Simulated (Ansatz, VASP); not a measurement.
# Co (Cobalt) in two plane-wave programs, part 2 of 2

Aim: how closely do two programs agree when they are given the same cell, functional and k mesh? The cell is taken from a series of runs on this material, whose earlier steps may have relaxed, scaled, displaced or heated it; both programs get it as it stands.

VASP 6.6.1 and Ansatz 0.2.0.

So far. Step 3 (VASP: single point, PBEsol, pair 1): The run ends at a pressure of -15.47 GPa, with forces up to 0.62 eV/Å.

## (5) Ansatz: single point, PBEsol, pair 2

Level of this step: Ansatz beside VASP: Kohn-Sham DFT, plane waves, PBEsol (Ansatz).

A single point gives forces, pressure and levels at one fixed geometry, so differences don't come from the geometry; what else differs is listed under the comparison.

The cell is taken from a series of runs on this material, whose earlier steps may have relaxed, scaled, displaced or heated it; both programs get it as it stands.

input.yaml reads:

```yaml
crystal:
  lattice:
    - [2.5074, 0.0, 0.0]
    - [-2.5074, 4.3429441948, 0.0]
    - [-1.2537, 2.1714720974, 4.0699]
  atoms:
    - { symbol: Co, position: [0.3333333333, 0.2083333333, 0.25], spin: 2.0 }
    - { symbol: Co, position: [0.3333333333, 0.7083333333, 0.25], spin: -2.0 }
    - { symbol: Co, position: [0.6666666667, 0.7916666666, 0.75], spin: 2.0 }
    - { symbol: Co, position: [0.6666666667, 0.2916666666, 0.75], spin: -2.0 }
magnetization:
  spin_polarized: true
kpoints:
  mp_grid: { grid: [20, 10, 20] }
hamiltonian:
  xc: pbesol
  pseudopotentials: { kind: paw, azcp: { folder: soft_1 }, xc_functional: pbe }
scf:
  occupations: { method: fermi_dirac, width: 0.1 }
  lower_state_search: "off"
checkpoint:
  write: ground.run
  compress: false
  write_wavefunctions: false
  write_every: 100000
```

The run is started by

```
$ ansatz run input.yaml --threads 4 --pin off --max-ram 8192MiB --backend cpu --events-out ev --progress --plain --runs-dir out
```

Numbers of over 12 decimals in the logs are rounded to 6 here.

What it wrote:

```text
[...]
Crystal: 4 atoms, lattice volume = 44.319 Å³
Basis set: ecut = 420 eV, 847 PW (Γ)
Bands: 46, of which v1, the nominal top of the filled ones, is band 34 counted from 1 (33 counted from 0)
Symmetry: 4 space group operations
[...]
k-points: 1062 of 4000
[...]
Starting moments: Σ|m| = 8 μB on 4 of 4 sites
[...]
SCF iter  20: F=-20371.106003 eV  HF=-20371.106003 eV  |F-HF|=1.88e-8  |Δ(HF+E_count)|=   1.63e-7  Δρ=7.55e-6 (↑7.55e-6 ↓7.55e-6)  dr2=2.36e-8  dr2_m=7.34e-9  M=0.000 μB ∫|m|=2.977 μB  ethr=1.99e-11  ⟨swp⟩=3.2  Hψ=129755  notcnv=0
SCF 1 converged in 20 iterations: F = -20371.106003 eV  dr2 = 2.36e-8
[...]
SCF converged after 20 iterations
Magnetization: 0.0000 μB (34.0000 up, 34.0000 down)
Absolute magnetization: 2.9775 μB (∫|ρ↑−ρ↓|, with the PAW one-centre terms)
[...]
Per-site moments (μB) at R_I (Å): [(0.729065, 1.030153), (-0.729065, 1.030153), (0.729065, 1.030153), (-0.729065, 1.030153)]
Free energy (F): -20371.106003 eV
[...]
Internal energy: -20370.756935 eV  (E = F + TS)
E sigma→0 (E₀):  -20370.931469 eV
Entropy (-TS):   -0.349068 eV (-87.267 meV/atom)
Fermi energy:    17.985433 eV
[...]
```

## (6) VASP: single point, PBEsol, pair 2

The same cell, functional, mesh and smearing now go to VASP, with its own data sets.

INCAR reads:

```
SYSTEM = Co
PREC = Accurate
ENCUT = 520
EDIFF = 1E-06
NELM = 200
ISMEAR = -1
SIGMA = 0.1
LREAL = .FALSE.
ALGO = Normal
GGA = PS
NBANDS = 26
ISPIN = 2
MAGMOM = 0.73 -0.73 0.73 -0.73
LASPH = .TRUE.
LMAXMIX = 4
LORBIT = 11
LWAVE = .FALSE.
LCHARG = .FALSE.
ISIF = 2
GGA_COMPAT = .FALSE.
KPAR = 2
```

POSCAR reads:

```
Co
1.0
    2.5074000000      0.0000000000      0.0000000000
   -2.5074000000      4.3429441948      0.0000000000
   -1.2537000000      2.1714720974      4.0699000000
Co
4
Direct
    0.3333333333      0.2083333333      0.2500000000
    0.3333333333      0.7083333332      0.2500000000
    0.6666666666      0.7916666666      0.7500000000
    0.6666666666      0.2916666665      0.7500000000
```

KPOINTS reads:

```
Automatic mesh
0
Gamma
20 10 20
0 0 0
```

The projector-augmented-wave data sets are Co (PBE family, release 64).

The run is started by

```
$ mpirun -np 2 vasp_std
```

What it wrote:

```text
[banner, memory and clock lines left out]
running    2 mpi-ranks, on    1 nodes
[...]
[... a notice as in an earlier step ...]

 LDA part: xc-table for (Slater+PW92), standard interpolation
 POSCAR, INCAR and KPOINTS ok, starting setup
[...]
entering main loop
       N       E                     dE             d eps       ncg     rms          rms(c)
DAV:   1     0.230873414804E+03    0.23087E+03   -0.16100E+04110664   0.188E+03
DAV:   2    -0.226977648374E+02   -0.25357E+03   -0.24169E+03110750   0.343E+02
DAV:   3    -0.359118907741E+02   -0.13214E+02   -0.12351E+02113512   0.108E+02
DAV:   4    -0.361164539645E+02   -0.20456E+00   -0.20368E+00120876   0.138E+01
[...]
DAV:  15    -0.300574066740E+02   -0.19074E-04   -0.52501E-04130340   0.495E-01    0.122E-02
DAV:  16    -0.300574112021E+02   -0.45281E-05   -0.36558E-05148698   0.117E-01    0.413E-03
DAV:  17    -0.300574111636E+02    0.38470E-07   -0.27940E-06 92082   0.203E-02
   1 F= -.30057411E+02 E0= -.29880719E+02  d E =-.353383E+00  mag=     0.0000
```

Parts of OUTCAR (step 6):

```text
  Total       -5.9350201     -5.7885337     -6.3874291      0.0000000      0.0979606      0.0000000
  in kB     -214.5562484   -209.2606348   -230.9112370      0.0000000      3.5413610      0.0000000
  external PRESSURE =    -218.2427068 kB  Pullay stress =       0.0000000 kB

 POSITION                                       TOTAL-FORCE (eV/Angst)
 -----------------------------------------------------------------------------------
      0.00000      1.44765      1.01747        -0.000000     -0.024764      0.015502
     -1.25370      3.61912      1.01747        -0.000000     -0.024764      0.015502
     -1.25370      5.06677      3.05242         0.000000      0.024764     -0.015502
      0.00000      2.89530      3.05242         0.000000      0.024764     -0.015502
 -----------------------------------------------------------------------------------
    total drift:                                0.000000     -0.000000      0.000000

  FREE ENERGIE OF THE ION-ELECTRON SYSTEM (eV)
  ---------------------------------------------------
  free  energy   TOTEN  =       -30.0574111636 eV

  energy  without entropy=      -29.7040276726  energy(sigma->0) =      -29.88071942

 magnetization (x)
# of ion       s       p       d       tot
------------------------------------------
    1        0.003   0.008   0.715   0.726
    2       -0.003  -0.008  -0.715  -0.726
    3        0.003   0.008   0.715   0.726
    4       -0.003  -0.008  -0.715  -0.726
--------------------------------------------------
tot          0.000   0.000   0.000   0.000

[... 3 further parts left out ...]
[key lines of the parts left out:]
E-fermi :   9.7000
```

The run ends at a pressure of -21.82 GPa, with forces up to 0.029 eV/Å.

## (7) Differences

What differs besides the data sets and the points named for the pairs above, as far as they apply: the data sets hold 68 valence electrons in Ansatz (on its PAW soft_1 files) and 36 in VASP. Total energies have different zeros and are not compared.

Compared:

| quantity | Ansatz | VASP | difference |
| --- | --- | --- | --- |
| moment on Co1 (μB) | 0.73 | 0.73 | 0.00 |
| moment on Co2 (μB) | -0.73 | -0.73 | 0.00 |
| moment on Co3 (μB) | 0.73 | 0.73 | 0.00 |
| moment on Co4 (μB) | -0.73 | -0.73 | 0.00 |

## (8) Outcome

```yaml
difference_in_moment_on_co1_single_point_pbesol_pair_1: 0.033 μB
difference_in_moment_on_co1_single_point_pbesol_pair_2: 0.0030 μB
```

The difference in moment on Co1 is 0.033 μB (single point, PBEsol, pair 1). The data sets hold unlike numbers of valence electrons (68 in Ansatz and 36 in VASP), so part of the differences comes from the potentials. Such differences can come from data sets, numerical settings and the points named under the comparisons, not from the functional's error against experiment.

[Lines on the potential files, build, host, timing and source positions are cut from VASP's logs without a mark.]

[Logs are printed without paths, hosts, clocks, repeated set-up lines and the standing remarks that a program may print on its own settings, such as how far it seeks lower states.]

[Hosts, paths, dates, database ids (printed as entryN), source tags and the programs' standing remarks are cut or masked in the printed files.]
